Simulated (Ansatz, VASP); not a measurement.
# PtS2 in two plane-wave programs, part 2 of 3

One calculation is typed for both programs; each brings its own data sets. How far apart do they land? Of the first pair: The structure shown is the end of the Ansatz relaxation below.

VASP 6.6.1 and Ansatz 0.2.0.

So far: The starting structure; Ansatz: relaxation, PBE with D3(BJ).

## Step 3: VASP: single point, PBE with D3(BJ), relaxed cell, pair 1

Level of this step: PBE with D3(BJ); plane waves and PAW (Pt, S) (VASP).

The same cell, functional and mesh now go to VASP, with its own data sets.

Lines of VASP's logs that name or quote its potential files are left out, and so is its time.

INCAR

```
SYSTEM = PtS2
PREC = Accurate
ENCUT = 400
EDIFF = 1E-06
NELM = 120
ISMEAR = 0
SIGMA = 0.01
LREAL = .FALSE.
ALGO = Normal
GGA = PE
IVDW = 12
NBANDS = 70
LASPH = .TRUE.
LORBIT = 11
LWAVE = .FALSE.
LCHARG = .FALSE.
ISIF = 2
LDIPOL = .TRUE.
IDIPOL = 3
DIPOL = 0.5 0.5 0.28
LVHAR = .TRUE.
GGA_COMPAT = .FALSE.
EFERMI = MIDGAP
NELMDL = -8
KPAR = 4
```

POSCAR

```
PtS2
1.0
    3.5738463997      0.0000000000      0.0000000000
   -1.7869231999      3.0950417713      0.0000000000
    0.0000000000      0.0000000000     68.9199814400
Pt S
5 10
Direct
    0.0000000000      0.0000000000      0.1435773827
    0.0000000000      0.0000000000      0.2118059041
    0.0000000000      0.0000000000      0.2797447068
    0.0000000000      0.0000000000      0.3476835094
    0.0000000000      0.0000000000      0.4159120308
    0.3333333333      0.6666666667      0.1610178101
    0.6666666667      0.3333333333      0.1256683703
    0.3333333333      0.6666666667      0.2293769847
    0.6666666667      0.3333333333      0.1942132369
    0.3333333333      0.6666666667      0.2973204567
    0.6666666667      0.3333333333      0.2621689569
    0.3333333333      0.6666666667      0.3652761767
    0.6666666667      0.3333333333      0.3301124289
    0.3333333333      0.6666666667      0.4338210432
    0.6666666667      0.3333333333      0.3984716035
```

KPOINTS

```
Automatic mesh
0
Gamma
9 9 1
0 0 0
```

Potentials, in the order of the species: Pt and S (PBE family, release 64).

Run with:

```console
$ mpirun -np 4 vasp_std
```

Numbers of over 12 decimals in the logs are rounded to 6 here.

Output:

```text
[banner, memory and clock lines left out]
running    4 mpi-ranks, on    1 nodes
 distrk:  each k-point on    1 cores,    4 groups
 distr:  one band on    1 cores,    1 groups

 POSCAR found type information on POSCAR PtS
 POSCAR found :  2 types and      15 ions
 LDA part: xc-table for (Slater+PW92), standard interpolation
|                                                                             |
|           W    W    AA    RRRRR   N    N  II  N    N   GGGG   !!!           |
|           W    W   A  A   R    R  NN   N  II  NN   N  G    G  !!!           |
|           W    W  A    A  R    R  N N  N  II  N N  N  G       !!!           |
|           W WW W  AAAAAA  RRRRR   N  N N  II  N  N N  G  GGG   !            |
|           WW  WW  A    A  R   R   N   NN  II  N   NN  G    G                |
|           W    W  A    A  R    R  N    N  II  N    N   GGGG   !!!           |
|                                                                             |
|     One of the lattice vectors is very long (>50 A), but AMIN is rather     |
|     large. This can spoil convergence since charge sloshing might occur     |
|     along the long lattice vector. If problems with convergence are         |
|     observed, try to decrease AMIN to a smaller value (e.g. 0.01).          |
|     Note: This warning only applies if the self-consistency cycle is        |
|     used.                                                                   |
|                                                                             |

 POSCAR, INCAR and KPOINTS ok, starting setup
 FFT: planning ... GRIDC
 FFT: planning ... GRID_SOFT
 FFT: planning ... GRID
 WAVECAR not read
 entering main loop
       N       E                     dE             d eps       ncg     rms          rms(c)
DAV:   1     0.813616008557E+03    0.81362E+03   -0.37211E+04  1728   0.102E+03
DAV:   2     0.160836821504E+02   -0.79753E+03   -0.76045E+03  2294   0.234E+02
DAV:   3    -0.797101083170E+02   -0.95794E+02   -0.93102E+02  1996   0.848E+01
DAV:   4    -0.832083081356E+02   -0.34982E+01   -0.34361E+01  2138   0.176E+01
DAV:   5    -0.833079026969E+02   -0.99595E-01   -0.99167E-01  2176   0.298E+00
DAV:   6    -0.833110508083E+02   -0.31481E-02   -0.31467E-02  2194   0.558E-01
DAV:   7    -0.833111762038E+02   -0.12540E-03   -0.12537E-03  2200   0.104E-01
DAV:   8    -0.833111825570E+02   -0.63532E-05   -0.63525E-05  2084   0.219E-02    0.399E+01
DAV:   9    -0.779689244574E+02    0.53423E+01   -0.35630E+01  1806   0.311E+01    0.279E+01
DAV:  10    -0.771034275468E+02    0.86550E+00   -0.10076E+01  1752   0.184E+01    0.955E+00
DAV:  11    -0.768042548010E+02    0.29917E+00   -0.78636E-01  1806   0.418E+00    0.278E+00
DAV:  12    -0.767340754924E+02    0.70179E-01   -0.26833E-01  1842   0.274E+00    0.630E-01
DAV:  13    -0.767372228479E+02   -0.31474E-02   -0.30771E-02  1912   0.634E-01    0.592E-01
DAV:  14    -0.767378273330E+02   -0.60449E-03   -0.25047E-03  1980   0.240E-01    0.265E-01
DAV:  15    -0.767377709399E+02    0.56393E-04   -0.12840E-03  1880   0.251E-01    0.235E-01
DAV:  16    -0.767377173330E+02    0.53607E-04   -0.33554E-04  1820   0.901E-02    0.209E-01
DAV:  17    -0.767376790712E+02    0.38262E-04   -0.53841E-05  1944   0.280E-02    0.177E-01
DAV:  18    -0.767376309631E+02    0.48108E-04   -0.12620E-04  1812   0.313E-02    0.851E-02
DAV:  19    -0.767376325718E+02   -0.16087E-05   -0.19416E-05  2024   0.206E-02    0.340E-02
DAV:  20    -0.767376344086E+02   -0.18368E-05   -0.50006E-06  1746   0.103E-02    0.250E-02
DAV:  21    -0.767376373646E+02   -0.29560E-05   -0.23446E-06  1194   0.491E-03    0.900E-03
DAV:  22    -0.767376379043E+02   -0.53977E-06   -0.69416E-07  1044   0.424E-03
   1 F= -.82916613E+02 E0= -.82916613E+02  d E =-.506990-171
```

From OUTCAR (step 3):

```text
ion  position               nearest neighbor table
   1  0.000  0.000  0.144-   6 2.39   6 2.39   6 2.39   7 2.40   7 2.40   7 2.40
   2  0.000  0.000  0.212-   8 2.39   8 2.39   8 2.39   9 2.39   9 2.39   9 2.39
   3  0.000  0.000  0.280-  10 2.39  11 2.39  10 2.39  11 2.39  10 2.39  11 2.39
   4  0.000  0.000  0.348-  13 2.39  13 2.39  13 2.39  12 2.39  12 2.39  12 2.39
   5  0.000  0.000  0.416-  15 2.39  15 2.39  15 2.39  14 2.40  14 2.40  14 2.40
   6  0.333  0.667  0.161-   1 2.39   1 2.39   1 2.39
   7  0.667  0.333  0.126-   1 2.40   1 2.40   1 2.40
   8  0.333  0.667  0.229-   2 2.39   2 2.39   2 2.39
   9  0.667  0.333  0.194-   2 2.39   2 2.39   2 2.39
  10  0.333  0.667  0.297-   3 2.39   3 2.39   3 2.39
  11  0.667  0.333  0.262-   3 2.39   3 2.39   3 2.39
  12  0.333  0.667  0.365-   4 2.39   4 2.39   4 2.39
  13  0.667  0.333  0.330-   4 2.39   4 2.39   4 2.39
  14  0.333  0.667  0.434-   5 2.40   5 2.40   5 2.40
  15  0.667  0.333  0.398-   5 2.39   5 2.39   5 2.39

  LATTYP: Found a hexagonal cell.
 ALAT       =     3.5738463997
 C/A-ratio  =    19.2845393260

 Subroutine GETGRP returns: Found 12 space group operations
 (whereof  6 operations were pure point group operations)

The static configuration has the point symmetry C_3v.
 The point group associated with its full space group is D_3d.

 Found     12 irreducible k-points:

   k-points           NKPTS =     12   k-points in BZ     NKDIM =     12   number of bands    NBANDS=     70

   dimension x,y,z NGX =    24 NGY =   24 NGZ =  450
   dimension x,y,z NGXF=    48 NGYF=   48 NGZF=  900

   ENCUT  =  400.0 eV  29.40 Ry    5.42 a.u.   5.83  5.83112.39*2*pi/ulx,y,z

   NELECT =     110.0000    total number of electrons

 k-points in reciprocal lattice and weights: Automatic mesh
   0.00000000  0.00000000  0.00000000       0.012
   0.11111111 -0.00000000  0.00000000       0.074
   0.22222222  0.00000000  0.00000000       0.074
   0.33333333  0.00000000  0.00000000       0.074
   0.44444444  0.00000000  0.00000000       0.074
   0.11111111  0.11111111  0.00000000       0.074
   0.22222222  0.11111111  0.00000000       0.148
   0.33333333  0.11111111  0.00000000       0.148
   0.44444444  0.11111111  0.00000000       0.074
   0.22222222  0.22222222  0.00000000       0.074
   0.33333333  0.22222222  0.00000000       0.148
   0.33333333  0.33333333  0.00000000       0.025

 dipolmoment           0.000000      0.000000     -0.000011 electrons x Angstroem

 average (electrostatic) potential at core
       1 -76.1393       2 -76.1923       3 -76.2000       4 -76.1924       5 -76.1395
       6 -93.3289       7 -93.1025       8 -93.3442       9 -93.3300      10 -93.3512
      11 -93.3512      12 -93.3301      13 -93.3443      14 -93.1027      15 -93.3291

 E-fermi :  -0.5923

 k-point     1 :       0.0000    0.0000    0.0000
  band No.  band energies     occupation
    ...
     51      -2.2186      2.00000
     52      -2.0512      2.00000
     53      -1.6846      2.00000
     54      -1.2071      2.00000
     55      -0.7890      2.00000
     56       0.6308      0.00000
     57       0.6308      0.00000
     58       0.8683      0.00000
     59       0.8683      0.00000
     60       1.1413      0.00000
    ...

 k-point     2 :       0.1111   -0.0000    0.0000
  band No.  band energies     occupation
    ...
     51      -2.1467      2.00000
     52      -1.3183      2.00000
     53      -1.2542      2.00000
     54      -1.1346      2.00000
     55      -0.9388      2.00000
     56       0.3048      0.00000
     57       0.3918      0.00000
     58       0.4645      0.00000
     59       0.5716      0.00000
     60       0.6631      0.00000
    ...

 k-point     3 :       0.2222    0.0000    0.0000
  band No.  band energies     occupation
    ...
     51      -2.1981      2.00000
     52      -2.1273      2.00000
     53      -1.8597      2.00000
     54      -1.5102      2.00000
     55      -1.1453      2.00000
     56      -0.1907      0.00000
     57      -0.1037      0.00000
     58       0.1222      0.00000
     59       0.1685      0.00000
     60       0.4185      0.00000
    ...

 Edisp (eV)   -6.17897

  Total      -0.86474    -0.86474    -0.50403     0.00000     0.00000    -0.00000
  in kB      -1.81740    -1.81740    -1.05930     0.00000     0.00000    -0.00000
  external pressure =       -1.56 kB  Pullay stress =        0.00 kB

  energy-cutoff  :      400.00
  volume of cell :      762.34
      direct lattice vectors                 reciprocal lattice vectors
     3.573846400  0.000000000  0.000000000     0.279810571  0.161548708  0.000000000
    -1.786923200  3.095041771  0.000000000     0.000000000  0.323097416  0.000000000
     0.000000000  0.000000000 68.919981440     0.000000000  0.000000000  0.014509580

 POSITION                                       TOTAL-FORCE (eV/Angst)
 -----------------------------------------------------------------------------------
      0.00000      0.00000      9.89535         0.000000     -0.000000     -0.006707
      0.00000      0.00000     14.59766        -0.000000      0.000000     -0.000061
      0.00000      0.00000     19.28000        -0.000000      0.000000      0.000000
      0.00000      0.00000     23.96234        -0.000000     -0.000000      0.000061
      0.00000      0.00000     28.66465        -0.000000      0.000000      0.006707
     -0.00000      2.06336     11.09734         0.000000      0.000000     -0.038808
      1.78692      1.03168      8.66106         0.000000     -0.000000      0.039634
     -0.00000      2.06336     15.80866         0.000000     -0.000000     -0.040784
      1.78692      1.03168     13.38517        -0.000000     -0.000000      0.041037
     -0.00000      2.06336     20.49132         0.000000      0.000000     -0.040682
      1.78692      1.03168     18.06868        -0.000000     -0.000000      0.040682
     -0.00000      2.06336     25.17483        -0.000000     -0.000000     -0.041037
      1.78692      1.03168     22.75134        -0.000000      0.000000      0.040784
     -0.00000      2.06336     29.89894        -0.000000      0.000000     -0.039634
      1.78692      1.03168     27.46266         0.000000     -0.000000      0.038808
 -----------------------------------------------------------------------------------
    total drift:                               -0.000000     -0.000000     -0.000760

  FREE ENERGIE OF THE ION-ELECTRON SYSTEM (eV)
  ---------------------------------------------------
  free  energy   TOTEN  =       -82.9166126383 eV

  energy  without entropy=      -82.9166126383  energy(sigma->0) =      -82.91661264

 vacuum level on the upper side and lower side of the slab         4.420         4.420

 total charge
# of ion       s       p       d       tot
------------------------------------------
    1        0.691   0.771   7.970   9.433
    2        0.695   0.775   7.982   9.453
    3        0.695   0.776   7.983   9.454
    4        0.695   0.775   7.982   9.453
    5        0.691   0.771   7.970   9.433
    6        1.366   2.262   0.000   3.628
    7        1.360   2.273   0.000   3.633
    8        1.367   2.262   0.000   3.629
    9        1.367   2.262   0.000   3.629
   10        1.367   2.262   0.000   3.629
   11        1.367   2.262   0.000   3.629
   12        1.367   2.262   0.000   3.629
   13        1.367   2.262   0.000   3.629
   14        1.360   2.273   0.000   3.633
   15        1.366   2.262   0.000   3.628
--------------------------------------------------
tot         17.122  26.512  39.889  83.523

[... 3 further parts left out ...]
```

The run ends at a pressure of -0.16 GPa, with forces up to 0.041 eV/Å.

## Step 4: Comparison

Known differences besides the potentials themselves: fixed occupations in Ansatz, narrow Gaussian smearing in VASP; Ansatz cuts the interaction across the vacuum, VASP repeats the sheet with a dipole correction (LDIPOL); the data sets hold 150 valence electrons in Ansatz (on its PAW soft_1 files) and 110 in VASP; the cutoff is 420 eV in Ansatz and 400 eV in VASP. Total energies have different zeros and are not compared.

Both answers:

```csv
quantity,Ansatz,VASP,difference
gap on the k mesh (eV),0.381,0.393,-0.013
```

The largest component of a force difference here is 41 meV/Å. A gap on the mesh is an upper bound, since the band edges may lie between its points; neither run holds spin-orbit coupling, which can move the band edges of a compound of Pt. Where the cell holds vacuum, a pressure given here is an average over it and none of the material.

## Step 5: What the set-up changes

Further runs change the set-up of one program: Ansatz's method, potentials or start, or VASP's data sets, cutoff or form of LDA. The table gives Ansatz less VASP for each quantity, since a change that brings one quantity closer may part another.

```csv
run,r.m.s. force difference (meV/Å),gap on the k mesh (eV)
as above,19,-0.013
VASP with the data sets Pt_sv_GW and S and a cutoff of 430 eV,7.2,-0.015
```

## Step 6: Ansatz: relaxation, PBE with D3(BJ)

The two programs are compared at the cell with which this relaxation starts, whose forces are those of its first step.

The structure compared here is the start of the Ansatz relaxation; VASP solves that cell, so the two are compared at the walk's first step.

input.yaml

```yaml
crystal:
  lattice:
    - [3.54, 0.0, 0.0]
    - [-1.77, 3.06573, 0.0]
    - [0.0, 0.0, 38.56]
  atoms:
    - { symbol: Pt, position: [0.0, 0.0, 0.238589] }
    - { symbol: S, position: [0.333333, 0.666667, 0.26971] }
    - { symbol: S, position: [0.666667, 0.333333, 0.207469] }
    - { symbol: Pt, position: [0.0, 0.0, 0.369295] }
    - { symbol: S, position: [0.333333, 0.666667, 0.400415] }
    - { symbol: S, position: [0.666667, 0.333333, 0.338174] }
    - { symbol: Pt, position: [0.0, 0.0, 0.5] }
    - { symbol: S, position: [0.333333, 0.666667, 0.53112] }
    - { symbol: S, position: [0.666667, 0.333333, 0.46888] }
    - { symbol: Pt, position: [0.0, 0.0, 0.630705] }
    - { symbol: S, position: [0.333333, 0.666667, 0.661826] }
    - { symbol: S, position: [0.666667, 0.333333, 0.599585] }
    - { symbol: Pt, position: [0.0, 0.0, 0.761411] }
    - { symbol: S, position: [0.333333, 0.666667, 0.792531] }
    - { symbol: S, position: [0.666667, 0.333333, 0.73029] }
  periodic: [true, true, false]
kpoints:
  mp_grid: { grid: [9, 9, 1] }
hamiltonian:
  xc: pbe
  dispersion: d3bj
  pseudopotentials: { kind: paw, azcp: { folder: soft_1 } }
scf:
  occupations: { method: gaussian, width: 0.02 }
output:
  forces: true
  stress: true
  eigenvalues: true
relax:
  adjacent_minimum: "off"
  f_tol: 0.004
  max_steps: 80
  cell: { stress_2d_tol: 0.01 }
```

Run with:

```console
$ ansatz run input.yaml --threads 4 --pin off --max-ram 20480MiB --backend cpu --events-out ev --progress --plain --runs-dir out
```

Output:

```text
[...]
- { symbol: S, position: [0.333333, 0.666667, 0.297321] }
    - { symbol: S, position: [0.666667, 0.333333, 0.262169] }
    - { symbol: Pt, position: [-2.149604731275019e-18, -4.2992094625500374e-18, 0.347705] }
    - { symbol: S, position: [0.333333, 0.666667, 0.365295] }
    - { symbol: S, position: [0.666667, 0.333333, 0.330135] }
[...]
- { symbol: S, position: [0.333333, 0.666667, 0.433834] }
    - { symbol: S, position: [0.666667, 0.333333, 0.398490] }
[key lines of the parts left out:]
SCF converged after 12 iterations
Free energy (F): -71655.360204 eV
Fermi energy:    -5.029412 eV
P = ½ c Tr σ = -0.0008 N/m
```

## Step 7: VASP: single point, PBE with D3(BJ), start cell, pair 2

The same cell, functional, mesh and smearing now go to VASP, with its own data sets.

Changes to INCAR since step 3:

```diff
@@ -6,3 +6,3 @@
 ISMEAR = 0
-SIGMA = 0.01
+SIGMA = 0.02
 LREAL = .FALSE.
```

POSCAR

```
PtS2
1.0
    3.5400000000      0.0000000000      0.0000000000
   -1.7700000000      3.0657300000      0.0000000000
    0.0000000000      0.0000000000     68.9199810000
Pt S
5 10
Direct
    0.0000000000      0.0000000000      0.1334880229
    0.0000000000      0.0000000000      0.2066166415
    0.0000000000      0.0000000000      0.2797447086
    0.0000000000      0.0000000000      0.3528727758
    0.0000000000      0.0000000000      0.4260013943
    0.3333333333      0.6666666667      0.1508998965
    0.6666666667      0.3333333333      0.1160767152
    0.3333333333      0.6666666667      0.2240279492
    0.6666666667      0.3333333333      0.1892047678
    0.3333333333      0.6666666667      0.2971560164
    0.6666666667      0.3333333333      0.2623334008
    0.3333333333      0.6666666667      0.3702846494
    0.6666666667      0.3333333333      0.3354614680
    0.3333333333      0.6666666667      0.4434127020
    0.6666666667      0.3333333333      0.4085895207
```

KPOINTS is that of step 3.

Run with:

```console
$ mpirun -np 4 vasp_std
```

Output:

```text
[banner, memory and clock lines left out]
running    4 mpi-ranks, on    1 nodes
[...]
LDA part: xc-table for (Slater+PW92), standard interpolation
 [... a notice as in an earlier step ...]

 POSCAR, INCAR and KPOINTS ok, starting setup
[...]
entering main loop
       N       E                     dE             d eps       ncg     rms          rms(c)
DAV:   1     0.806656295039E+03    0.80666E+03   -0.37357E+04  1720   0.102E+03
DAV:   2     0.127222716802E+02   -0.79393E+03   -0.75324E+03  2286   0.233E+02
DAV:   3    -0.804242642278E+02   -0.93147E+02   -0.90842E+02  2026   0.845E+01
DAV:   4    -0.835874049363E+02   -0.31631E+01   -0.31220E+01  2084   0.172E+01
[...]
DAV:  22    -0.768552223889E+02   -0.31267E-05   -0.47059E-07  1052   0.266E-03    0.228E-03
DAV:  23    -0.768552249618E+02   -0.25729E-05   -0.39880E-07  1132   0.191E-03    0.316E-03
DAV:  24    -0.768552255291E+02   -0.56733E-06   -0.83176E-08  1014   0.958E-04
   1 F= -.82752854E+02 E0= -.82752854E+02  d E =0.000000E+00
```

Parts of OUTCAR (step 7):

```text
 Edisp (eV)   -5.89763

  Total       5.78921     5.78921     3.50032     0.00000     0.00000     0.00000
  in kB      12.40074    12.40074     7.49783     0.00000     0.00000     0.00000
  external pressure =       10.77 kB  Pullay stress =        0.00 kB

 POSITION                                       TOTAL-FORCE (eV/Angst)
 -----------------------------------------------------------------------------------
      0.00000      0.00000      9.19999        -0.000000      0.000000      0.243913
      0.00000      0.00000     14.24002        -0.000000      0.000000      0.005579
      0.00000      0.00000     19.28000        -0.000000      0.000000      0.000000
      0.00000      0.00000     24.31999        -0.000000     -0.000000     -0.005579
      0.00000      0.00000     29.36001        -0.000000      0.000000     -0.243913
     -0.00000      2.04382     10.40002         0.000000     -0.000000      0.422851
      1.77000      1.02191      8.00001        -0.000000      0.000000     -0.567648
     -0.00000      2.04382     15.44000         0.000000     -0.000000      0.466067
      1.77000      1.02191     13.03999        -0.000000      0.000000     -0.462179
     -0.00000      2.04382     20.47999        -0.000000      0.000000      0.466350
      1.77000      1.02191     18.08001         0.000000      0.000000     -0.466350
     -0.00000      2.04382     25.52001         0.000000     -0.000000      0.462179
      1.77000      1.02191     23.12000        -0.000000      0.000000     -0.466067
     -0.00000      2.04382     30.55999         0.000000     -0.000000      0.567648
      1.77000      1.02191     28.15998        -0.000000      0.000000     -0.422851
 -----------------------------------------------------------------------------------
    total drift:                                0.000000      0.000000      0.001102

  FREE ENERGIE OF THE ION-ELECTRON SYSTEM (eV)
  ---------------------------------------------------
  free  energy   TOTEN  =       -82.7528544018 eV

  energy  without entropy=      -82.7528544018  energy(sigma->0) =      -82.75285440

[... 1 part as in an earlier step ...]

[... 2 further parts left out ...]
[key lines of the parts left out:]
E-fermi :  -0.6038
```

The run ends at a pressure of 1.08 GPa, with forces up to 0.57 eV/Å.

[end of part 2 of 3]

[Lines on the potential files, build, host, timing and source positions are cut from VASP's logs without a mark.]

[Logs are printed without paths, hosts, clocks, repeated set-up lines and the standing remarks that a program may print on its own settings, such as how far it seeks lower states.]

[Hosts, paths, dates, database ids (printed as entryN), source tags and the programs' standing remarks are cut or masked in the printed files.]
